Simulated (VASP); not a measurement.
Method: r2SCAN meta-GGA, VASP's PBE PAW potentials (set 64) (plane waves; VASP).

VASP input:

File POSCAR:
```
FePt
1
    2.6229568585     0.0000000000     0.0000000000
    0.0000000000     2.6229568585     0.0000000000
    0.0000000000     0.0000000000     3.5767142245
Fe Pt
1 1
Direct
  0.0000000000   0.0000000000   0.0000000000
  0.5000000000   0.5000000000   0.5000000000
```

KPOINTS:
```
kpoints
0
Gamma
 12 12 10
```

### INCAR
```
ALGO  =  Normal
EDIFF  =  1E-7
EDIFFG  =  -0.01
ENCUT  =  480
IBRION  =  2
ISIF  =  2
ISMEAR  =  1
ISPIN  =  2
LASPH  =  .True.
LCHARG  =  .False.
LMAXMIX  =  6
LMIXTAU  =  .True.
LORBIT  =  10
LREAL  =  .False.
LWAVE  =  .False.
MAGMOM  =  3.3 0.3
METAGGA  =  R2SCAN
NELM  =  100
NSW  =  30
PREC  =  Accurate
SIGMA  =  0.1
SYSTEM  =  FePt
```

POTCAR, in this order: Fe Pt (PBE.64 set). Program: vasp_std.

What VASP printed:

### OSZICAR
```
       N       E                     dE             d eps       ncg     rms          rms(c)
DAV:   1     0.383455912626E+02    0.38346E+02   -0.87989E+03 10584   0.134E+03
DAV:   2    -0.675858102272E+02   -0.10593E+03   -0.94636E+02 10269   0.262E+02
DAV:   3    -0.706666619972E+02   -0.30809E+01   -0.30289E+01 12705   0.552E+01
DAV:   4    -0.706995470461E+02   -0.32885E-01   -0.32878E-01 11610   0.475E+00
DAV:   5    -0.707005482483E+02   -0.10012E-02   -0.10012E-02 13564   0.935E-01    0.221E+01
DAV:   6    -0.676352529164E+02    0.30653E+01   -0.16278E+01 11653   0.921E+01    0.206E+01
DAV:   7    -0.663291075291E+02    0.13061E+01   -0.60940E+00 12663   0.768E+01    0.105E+01
DAV:   8    -0.662189666854E+02    0.11014E+00   -0.42289E-01 13655   0.113E+01    0.435E+00
DAV:   9    -0.662184528583E+02    0.51383E-03   -0.11322E-01 12297   0.686E+00    0.228E+00
DAV:  10    -0.662183511091E+02    0.10175E-03   -0.46864E-02 13862   0.539E+00    0.785E-01
DAV:  11    -0.662168950358E+02    0.14561E-02   -0.61083E-03 13265   0.200E+00    0.298E-01
DAV:  12    -0.662169185737E+02   -0.23538E-04   -0.30818E-04 13242   0.209E-01    0.957E-02
DAV:  13    -0.662169669661E+02   -0.48392E-04   -0.41199E-05 12488   0.768E-02    0.446E-02
DAV:  14    -0.662169635456E+02    0.34205E-05   -0.13768E-05 13541   0.957E-02    0.123E-02
DAV:  15    -0.662169637681E+02   -0.22242E-06   -0.58985E-06 14498   0.583E-02    0.554E-03
DAV:  16    -0.662169638054E+02   -0.37387E-07   -0.50327E-07 11853   0.127E-02
   1 F= -.66216964E+02 E0= -.66217039E+02  d E =-.662170E+02  mag=     3.4047
```

**OUTCAR**
```
------------------------ aborting loop because EDIFF is reached ----------------------------------------
  FORCE on cell =-STRESS in cart. coord.  units (eV):
  Direction    XX          YY          ZZ          XY          YZ          ZX
  --------------------------------------------------------------------------------------
  Total        5.6922032      5.6922032      5.5897143      0.0000000      0.0000000      0.0000000
  in kB      370.6162374    370.6162374    363.9432388      0.0000000      0.0000000      0.0000000
  external PRESSURE =     368.3919045 kB  Pullay stress =       0.0000000 kB
  volume of cell :       24.61
      direct lattice vectors                 reciprocal lattice vectors
     2.622956858  0.000000000  0.000000000     0.381249122  0.000000000  0.000000000
     0.000000000  2.622956858  0.000000000     0.000000000  0.381249122  0.000000000
     0.000000000  0.000000000  3.576714224     0.000000000  0.000000000  0.279586217
 POSITION                                       TOTAL-FORCE (eV/Angst)
 -----------------------------------------------------------------------------------
      0.00000      0.00000      0.00000         0.000000      0.000000      0.000000
      1.31148      1.31148      1.78836         0.000000      0.000000      0.000000
 -----------------------------------------------------------------------------------
    total drift:                               -0.000000      0.000000      0.000000
  FREE ENERGIE OF THE ION-ELECTRON SYSTEM (eV)
  ---------------------------------------------------
  free  energy   TOTEN  =       -66.2169638054 eV

  energy  without entropy=      -66.2171896857  energy(sigma->0) =      -66.21703910

 total charge

# of ion       s       p       d       tot
------------------------------------------
    1        0.464   0.582   6.177   7.223
    2        0.784   0.821   8.168   9.773
--------------------------------------------------
tot          1.248   1.402  14.346  16.996

 magnetization (x)

# of ion       s       p       d       tot
------------------------------------------
    1        0.013  -0.018   3.074   3.069
    2       -0.026  -0.101   0.457   0.330
--------------------------------------------------
tot         -0.013  -0.120   3.531   3.399

 reached required accuracy - stopping structural energy minimisation
```
(Selected blocks of OUTCAR.)

File OUTCAR:
```
 val. band max:       10.3917768169   @ k =   0.1667   0.1667   0.5000

 cond. band min:      10.4280401533   @ k =   0.5000   0.0833   0.0000


 Fermi energy:        10.4030980953

 spin component 1

 k-point     1 :       0.0000    0.0000    0.0000
  band No.  band energies     occupation
      1      -0.6148      1.00000
      2       2.5321      1.00000
      3       2.7708      1.00000
      4       5.9697      1.00000
      5       5.9697      1.00000
      6       6.5318      1.00000
      7       7.4331      1.00000
      8       7.7327      1.00000
      9       9.6866      1.00000
     10       9.7419      1.00000
     11       9.7419      1.00000
     12      12.8684      0.00000
     13      21.8497      0.00000
     14      23.2696      0.00000
     15      23.2696      0.00000

 k-point     2 :       0.0833    0.0000    0.0000
  band No.  band energies     occupation
      1      -0.4048      1.00000
      2       2.6501      1.00000
      3       2.9176      1.00000
      4       5.8892      1.00000
      5       6.0300      1.00000
      6       6.5905      1.00000
      7       7.3842      1.00000
      8       7.7298      1.00000
      9       9.0824      1.00000
     10       9.4772      1.00000
     11       9.6857      1.00000
     12      13.7057      0.00000
     13      21.5519      0.00000
     14      22.4292      0.00000
     15      23.6655      0.00000

 k-point     3 :       0.1667    0.0000    0.0000
  band No.  band energies     occupation
      1       0.1860      1.00000
      2       2.9330      1.00000
      3       3.3915      1.00000
      4       5.6630      1.00000
      5       6.2060      1.00000
      6       6.7035      1.00000
      7       7.2546      1.00000
      8       7.7854      1.00000
      9       7.9726      1.00000
     10       8.9456      1.00000
     11       9.5207      1.00000
     12      15.3589      0.00000
     13      19.6965      0.00000
...
```

Unless said otherwise, spin-orbit coupling is left out, though it shifts the bands of the heavy elements here.

The compound is FePt in the L1_0 structure. This cell was strained or had an atom moved on purpose.
